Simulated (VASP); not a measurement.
Input:

```
BaPd2P4
1.0
   -3.42191     3.42191     2.98690
    3.42191    -3.42191     2.98690
    3.42191     3.42191    -2.98690
Ba P Pd
1 4 2
Cartesian
  0.00000   0.00000   0.00000
  3.42191   1.87391   0.00000
  0.00000   1.54800   2.98690
  1.54800   0.00000   2.98690
  1.87391   3.42191   0.00000
  0.00000   3.42191   1.49345
  3.42191   0.00000   1.49345
```

Method: LDA (Ceperley-Alder, Perdew-Zunger), VASP's LDA PAW potentials (set 64) (plane waves; VASP 6.6.1). Numerical set-up: 300 eV cut-off, 6×6×6 Γ-centred mesh, Fermi-Dirac smearing of 0.14 eV, potentials Ba_sv P Pd.

At this cut-off the stress carries a Pulay error, which pulls relaxed volumes low. Energy and stress use the plane-wave basis of the starting cell.

The ions, cell shape and volume are relaxed. Predict the relaxed structure.

```
BaPd2P4
1.0
   -3.37215     3.37215     2.93242
    3.37215    -3.37215     2.93242
    3.37215     3.37215    -2.93242
Ba P Pd
1 4 2
Direct
  0.00000   0.00000   0.00000
  0.27158   0.50000   0.77158
  0.72842   0.50000   0.22842
  0.50000   0.72842   0.22842
  0.50000   0.27158   0.77158
  0.75000   0.25000   0.50000
  0.25000   0.75000   0.50000
```
Space group I4/mmm (139), at a tolerance of 0.03 Å.

How do energy and volume change from the first to the last step?

The energy (σ→0) changes by -16.2 meV/atom and the volume by -4.7 %, in 10 ionic steps.

| step | E(σ→0) (eV) | max force (eV/Å) | pressure (GPa) | volume (Å³) |
|---|---|---|---|---|
| 1 | -44.4335 | 0.392 | -4.59 | 139.90 |
| 2 | -44.4845 | 0.140 | 4.31 | 128.62 |
| 3 | -44.5461 | 0.127 | 0.14 | 133.24 |
| 4 | -44.5461 | 0.121 | 0.21 | 133.11 |
| 5 | -44.5461 | 0.066 | 0.02 | 133.33 |
| 6 | -44.5467 | 0.001 | 0.10 | 133.25 |
| 7 | -44.5466 | 0.006 | -0.06 | 133.45 |
| 8 | -44.5466 | 0.006 | -0.07 | 133.44 |
| 9 | -44.5466 | 0.005 | -0.06 | 133.42 |
| 10 | -44.5466 | 0.009 | -0.01 | 133.38 |

The structure comes from a computed database's BaPd2P4 entry (I4/mmm); how it stands against other phases isn't given here. This run relaxes it. Symmetry was kept, so distortions that lower it aren't found. The run is one of a series of settings (EDIFFG = -0.01, IBRION = 2, ISIF = 3, NSW = 50 against the base run), some of them coarse on purpose.
